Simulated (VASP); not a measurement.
VASP input:

KPOINTS:
```
Automatic mesh
0
Gamma
9 9 9
0 0 0
```

INCAR:
```
SYSTEM = As
PREC = Accurate
ENCUT = 400
EDIFF = 1E-6
NELM = 6
ALGO = Normal
LREAL = .FALSE.
LASPH = .TRUE.
ISMEAR = 1
SIGMA = 0.1
GGA = PE
LMAXMIX = 4
LWAVE = .FALSE.
LCHARG = .FALSE.
ISIF = 2
```

File POSCAR:
```
As
1
    3.7539710000    -1.9176000000     0.0000000000
    3.7539710000     1.9176000000     0.0000000000
    2.7744240000     0.0000000000     3.1736500000
As
2
Direct
  0.2270000000   0.2270000000   0.2270000000
  0.7730000000   0.7730000000   0.7730000000
```

POTCAR, in this order: As (PBE.64 set). Program: vasp_std.

Output

### standard output
```
 POSCAR found type information on POSCAR As
 POSCAR found :  1 types and       2 ions
 Reading from existing POTCAR
 Reading from existing POTCAR
 LDA part: xc-table for (Slater+PW92), standard interpolation
 POSCAR, INCAR and KPOINTS ok, starting setup
 WAVECAR not read
 entering main loop
       N       E                     dE             d eps       ncg     rms          rms(c)
DAV:   1     0.254191147219E+02    0.25419E+02   -0.36915E+03  1530   0.745E+02
DAV:   2    -0.828427823220E+01   -0.33703E+02   -0.32607E+02  2368   0.111E+02
DAV:   3    -0.935412792485E+01   -0.10698E+01   -0.10623E+01  1779   0.236E+01
DAV:   4    -0.935977812780E+01   -0.56502E-02   -0.56472E-02  1930   0.183E+00
DAV:   5    -0.935979285273E+01   -0.14725E-04   -0.14724E-04  1702   0.833E-02    0.305E+00
DAV:   6    -0.935274056706E+01    0.70523E-02   -0.47046E-03  1696   0.562E-01

 -----------------------------------------------------------------------------
|                                                                             |
|           W    W    AA    RRRRR   N    N  II  N    N   GGGG   !!!           |
|           W    W   A  A   R    R  NN   N  II  NN   N  G    G  !!!           |
|           W    W  A    A  R    R  N N  N  II  N N  N  G       !!!           |
|           W WW W  AAAAAA  RRRRR   N  N N  II  N  N N  G  GGG   !            |
|           WW  WW  A    A  R   R   N   NN  II  N   NN  G    G                |
|           W    W  A    A  R    R  N    N  II  N    N   GGGG   !!!           |
|                                                                             |
|     The electronic self-consistency was not achieved in the given           |
|     number of steps (NELM). The forces and other quantities evaluated       |
|     might not be reliable so examine the results carefully. If you find     |
|     spurious results, we suggest increasing NELM, if you were close to      |
|     convergence or switching to a different ALGO or adjusting the           |
|     density mixing parameters otherwise.                                    |
|                                                                             |
 -----------------------------------------------------------------------------

   1 F= -.93527406E+01 E0= -.93527545E+01  d E =0.417662E-04
```

OUTCAR:
```
------------------------ aborting loop EDIFF was not reached (unconverged)  ----------------------------
  FORCE on cell =-STRESS in cart. coord.  units (eV):
  Direction    XX          YY          ZZ          XY          YZ          ZX
  --------------------------------------------------------------------------------------
  Total        0.0641313     -0.0692004     -0.0564986      0.0000000     -0.0000000      0.0411528
  in kB        2.2487563     -2.4265067     -1.9811185      0.0000000     -0.0000000      1.4430192
  external PRESSURE =      -0.7196230 kB  Pullay stress =       0.0000000 kB
  volume of cell :       45.69
      direct lattice vectors                 reciprocal lattice vectors
     3.753971000 -1.917600000  0.000000000     0.133192292 -0.260742595 -0.116437506
     3.753971000  1.917600000  0.000000000     0.133192292  0.260742595 -0.116437506
     2.774424000  0.000000000  3.173650000     0.000000000  0.000000000  0.315094607
 POSITION                                       TOTAL-FORCE (eV/Angst)
 -----------------------------------------------------------------------------------
      2.33410      0.00000      0.72042        -0.101540      0.000000     -0.031340
      7.94827      0.00000      2.45323         0.101540      0.000000      0.031340
 -----------------------------------------------------------------------------------
    total drift:                               -0.000000      0.000000     -0.000000
  FREE ENERGIE OF THE ION-ELECTRON SYSTEM (eV)
  ---------------------------------------------------
  free  energy   TOTEN  =        -9.3527405671 eV

  energy  without entropy=       -9.3527823333  energy(sigma->0) =       -9.35275449
```
(Selected blocks of OUTCAR.)

Task: From input and log, find the fault in this run and mend it.

Result: The cause: NELM is too small, so the electronic loop ends before EDIFF is met. Convergence was not reached. Against the sound run, the energy per atom (σ→0) falls by 0.002 eV/atom; the pressure goes up by 0.84 GPa; the largest force increases by 0.016 eV/Å. To mend it, set NELM = 100.

The mended run (PBE GGA, plane waves, VASP's PBE PAW potentials (set 64)) converges, and its OSZICAR ends with
```
   1 F= -.93493373E+01 E0= -.93493395E+01  d E =0.656882E-05
```

The compound is As in the a7 structure. The cell was not relaxed at this level.
